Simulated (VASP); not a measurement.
VASP input:

### POSCAR
```
NiAl
1
    2.8900000000     0.0000000000     0.0000000000
    0.0000000000     2.8900000000     0.0000000000
    0.0000000000     0.0000000000     2.8900000000
Al Ni
1 1
Direct
  0.5000000000   0.5000000000   0.5000000000
  0.0000000000   0.0000000000   0.0000000000
```

INCAR:
```
SYSTEM = NiAl
PREC = Accurate
ENCUT = 400
EDIFF = 1E-6
NELM = 100
ALGO = Normal
LREAL = .FALSE.
LASPH = .TRUE.
ISMEAR = 1
SIGMA = 0.1
GGA = PE
LMAXMIX = 4
LWAVE = .FALSE.
LCHARG = .FALSE.
ISIF = 2
```

File KPOINTS:
```
Regular mesh
0
gamma
11 11 11
```

POTCAR, in this order: Al Ni (PBE.64 set). Program: vasp_std.

Task: Translate this PBE calculation to Quantum ESPRESSO's pw.x.

Result: One equivalent input (not run):
```
&CONTROL
  calculation = 'scf'
  pseudo_dir = './pseudo'
  outdir = './out'
  tprnfor = .true.
  tstress = .true.
/
&SYSTEM
  ibrav = 0
  nat = 2
  ntyp = 2
  ecutwfc = 98
  occupations = 'smearing'
  smearing = 'methfessel-paxton'
  degauss = 0.00735
  input_dft = 'pbe'
/
&ELECTRONS
  conv_thr = 7.3e-08
  electron_maxstep = 100
/
ATOMIC_SPECIES
  Al 26.982 Al.upf
  Ni 58.693 Ni.upf
CELL_PARAMETERS angstrom
     2.8900000    0.0000000    0.0000000
     0.0000000    2.8900000    0.0000000
     0.0000000    0.0000000    2.8900000
ATOMIC_POSITIONS crystal
  Al   0.5000000  0.5000000  0.5000000
  Ni   0.0000000  0.0000000  0.0000000
K_POINTS automatic
  11 11 11 0 0 0
```
Limits of the translation: the potentials are each code's own (VASP's PAW set, PseudoDojo norm-conserving files in pw.x), so ENCUT and ecutwfc are chosen apart and not converted; conv_thr bounds pw.x's estimated SCF error, while EDIFF bounds the energy change between steps.

The compound is NiAl in the CsCl type structure. The cell was not relaxed at this level.
